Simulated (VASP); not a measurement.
```yaml
crystal:
  lattice:
    - [4.71385, -2.50323, -0.00416]
    - [4.71385, 2.50323, -0.00416]
    - [3.38819, 0.00000, 4.12392]
  atoms:
    - { symbol: Ga, position: [0.85587, 0.85587, 0.85587] }
    - { symbol: Ga, position: [0.35587, 0.35587, 0.35587] }
    - { symbol: Ga, position: [0.14413, 0.14413, 0.14413] }
    - { symbol: Ga, position: [0.64413, 0.64413, 0.64413] }
    - { symbol: O, position: [0.44717, 0.05283, 0.75000] }
    - { symbol: O, position: [0.05283, 0.75000, 0.44717] }
    - { symbol: O, position: [0.55283, 0.94717, 0.25000] }
    - { symbol: O, position: [0.25000, 0.55283, 0.94717] }
    - { symbol: O, position: [0.94717, 0.25000, 0.55283] }
    - { symbol: O, position: [0.75000, 0.44717, 0.05283] }
```

Computed with PBEsol GGA, VASP's PBE PAW potentials (set 64) (plane waves; VASP 6.6.1). Run with 520 eV cut-off, 6×6×6 Γ-centred mesh, tetrahedra with Blöchl corrections, potentials Ga_d O.

The cores are frozen, which limits the accuracy of field gradients.

Question: Give the principal components of the electric field gradient (V/Å²) and the asymmetry η at each nucleus.

Answer: 
```csv
atom,Vxx,Vyy,Vzz,η
Ga1,-12.3,-12.3,24.6,0.00
Ga2,-12.3,-12.3,24.6,0.00
Ga3,-12.3,-12.3,24.6,0.00
Ga4,-12.3,-12.3,24.6,0.00
O5,41.3,10.2,-51.5,0.60
O6,41.3,10.2,-51.5,0.60
O7,41.3,10.2,-51.5,0.60
O8,41.3,10.2,-51.5,0.60
O9,41.3,10.2,-51.5,0.60
O10,41.3,10.2,-51.5,0.60
```

The compound is Ga2O3 in the corundum structure, the metastable α form; monoclinic β is stable. It was relaxed first.
